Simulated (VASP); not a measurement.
# SnHBrO: screened Coulomb integrals of an active space by constrained RPA

SnHBrO, molecule in box, 4 atoms in the cell.

| Functional | Screened U within a state, mean (eV) | Screened U' between states, mean (eV) | Screened J (eV) | Bare U within a state, mean (eV) | Bare U' between states, mean (eV) | Time (s) |
|---|---|---|---|---|---|---|
| LDA | 6.12 | 5.40 | 0.27 | 8.47 | 7.14 | 594 |
| PBE | 6.11 | 5.41 | 0.29 | 8.45 | 7.17 | 384 |
| r2SCAN | 6.33 | 5.62 | 0.31 | 8.51 | 7.26 | 925 |
| PBE0 | 6.59 | 5.90 | 0.37 | 8.39 | 7.27 | 652 |
| HSE06 | 6.39 | 5.70 | 0.36 | 8.40 | 7.28 | 650 |

Limits: the periodic box is only 6.71 Å wide at its narrowest and no larger one was tried.

## Input of the first row

INCAR.step1:
```
ENCUT = 420
PREC = Accurate
ISMEAR = -1
SIGMA = 0.02
LASPH = True
EDIFF = 1E-7
GGA = CA
ALGO = Normal
NELM = 150
LWAVE = True
LCHARG = False
```

INCAR.step2, as INCAR.step1 but for:
```
- ALGO = Normal
- NELM = 150
+ ALGO = Exact
+ NELM = 1
+ NBANDS = 134
+ LOPTICS = True
```

INCAR.step3:
```
ENCUT = 420
PREC = Accurate
ISMEAR = -1
SIGMA = 0.02
LASPH = True
GGA = CA
ALGO = CRPA
NBANDS = 136
ENCUTGW = 90
PRECFOCK = Fast
LOCALIZED_BASIS = BLOCH
LWAVE = False
LCHARG = False
NCRPA_BANDS = 14 15
NTARGET_STATES = 14 15
```

KPOINTS:
```
k-points
0
Gamma
  1 1 1
```

POSCAR:
```
SnHBrO
1.0
    8.5000000000      0.0000000000      0.0000000000
    0.0000000000      6.7100000000      0.0000000000
    0.0000000000      0.0000000000      6.8600000000
O Sn Br H
1 1 1 1
Direct
    0.3986294100      0.5837555900      0.3974708500
    0.4124529400      0.4189418900      0.6353279900
    0.7057470500      0.3723099800      0.6138119600
    0.2942529500      0.6276900200      0.3646720100
```

Commands (each step's output is kept before the next begins):
```
cat potpaw_LDA.64/O_GW/POTCAR potpaw_LDA.64/Sn_d_GW/POTCAR potpaw_LDA.64/Br_GW/POTCAR potpaw_LDA.64/H_GW/POTCAR > POTCAR
cp INCAR.step1 INCAR
mpirun -np 4 vasp_std > vasp.out
cp INCAR.step2 INCAR
mpirun -np 4 vasp_std > vasp.out
cp INCAR.step3 INCAR
mpirun -np 4 vasp_std > vasp.out
```

Changes of the last row against the first:
```
(all steps)
- GGA = CA
+ GGA = PE
+ LHFCALC = True
+ HFSCREEN = 0.2
- cat potpaw_LDA.64/O_GW/POTCAR potpaw_LDA.64/Sn_d_GW/POTCAR potpaw_LDA.64/Br_GW/POTCAR potpaw_LDA.64/H_GW/POTCAR > POTCAR
+ cat potpaw_PBE.64/O_GW/POTCAR potpaw_PBE.64/Sn_d_GW/POTCAR potpaw_PBE.64/Br_GW/POTCAR potpaw_PBE.64/H_GW/POTCAR > POTCAR
```

VASP 6.6.1 took 594 s on 4 cores (Intel Xeon Platinum 8124M @ 3.00GHz (Skylake/Cascade Lake)), a shared host.
